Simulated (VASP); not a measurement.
Energy against volume of Pd (fcc). Calculation: PBE GGA with D3 dispersion (Becke-Johnson damping), VASP's PBE PAW potentials (set 64) (plane waves; VASP). Numerical set-up: 520 eV cut-off, 16×16×16 Γ-centred mesh, first-order Methfessel-Paxton smearing of 0.10 eV, potentials Pd.

```
V (Å³/atom)  E (eV/atom)
-----------  -----------
14.259          -5.86552
14.700          -5.87394
15.141          -5.86631
15.582          -5.84549
```

Question: Fit these four points and predict the energy of the run at 13.818 Å³/atom.

Answer: A cubic in V^(−2/3), the third-order Birch-Murnaghan form, passes through the four points with V0 = 14.70 Å³/atom and B0 = 194 GPa, and gives -5.8376 eV/atom there. The run gave -5.8376 eV/atom, -0.1 meV/atom from the fit; all five points give B0 = 194 GPa.

The compound is Pd in the fcc structure. It was relaxed first.
